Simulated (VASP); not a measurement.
Computed with PBEsol GGA, VASP's PBE PAW potentials (set 64) (plane waves; VASP).

Input for VASP

File KPOINTS:
```
Automatic mesh
0
Gamma
19 19 19
0 0 0
```

### INCAR
```
! general
SYSTEM   =  V
PREC     =  Accurate
ENCUT    =  400   ! plane-wave cut-off (eV)
LREAL    =  F
LASPH    =  T   ! aspherical one-centre terms

! electronic loop
EDIFF    =  1E-7   ! SCF stop (eV)
NELM     =  100   ! most electronic steps
ALGO     =  Normal
LMAXMIX  =  4   ! l cut-off of mixed one-centre charges

! smearing
ISMEAR   =  -5

! functional
GGA      =  PS   ! PBEsol

! ions
ISIF     =  2   ! forces and stress, cell fixed

! output
LWAVE    =  F
LCHARG   =  T
LORBIT   =  11   ! lm-projected
NEDOS    =  601
```

POSCAR:
```
V
2.5562730
 -0.5773502589   0.5773502589   0.5773502589
  0.5773502589  -0.5773502589   0.5773502589
  0.5773502589   0.5773502589  -0.5773502589
V
1
Cartesian
  0.0000000000   0.0000000000   0.0000000000
```

POTCAR, in this order: V_sv (PBE.64 set). Program: vasp_std.

For a metal the tetrahedron method with Blöchl corrections gives inexact stress and forces.

### Question
Predict the energy per atom (σ→0), band gap (on the k-mesh).

### Answer

The energy per atom (σ→0) comes out as -9.635 eV/atom and the band gap (on the k-mesh) comes out as none (metal, semimetal or under 0.01 eV).

File OSZICAR:
```
...
DAV:   6    -0.966888955165E+01    0.14513E+01   -0.56183E+00  4420   0.359E+01    0.228E+00
DAV:   7    -0.964450572806E+01    0.24384E-01   -0.24377E-02  4438   0.188E+00    0.110E+00
DAV:   8    -0.963469981305E+01    0.98059E-02   -0.70247E-03  4432   0.148E+00    0.694E-02
DAV:   9    -0.963472665313E+01   -0.26840E-04   -0.65622E-05  4432   0.132E-01    0.325E-02
DAV:  10    -0.963473307485E+01   -0.64217E-05   -0.45028E-06  4432   0.247E-02    0.150E-03
DAV:  11    -0.963473266285E+01    0.41200E-06   -0.23256E-07  4186   0.698E-03    0.136E-03
DAV:  12    -0.963473273846E+01   -0.75614E-07   -0.14197E-08  2202   0.206E-03
   1 F= -.96347327E+01 E0= -.96347327E+01  d E =0.000000E+00
```

The compound is V in the bcc structure. It was relaxed first, which changed the volume by -8 %. The run is not spin-polarised, so no magnetic state was tried.
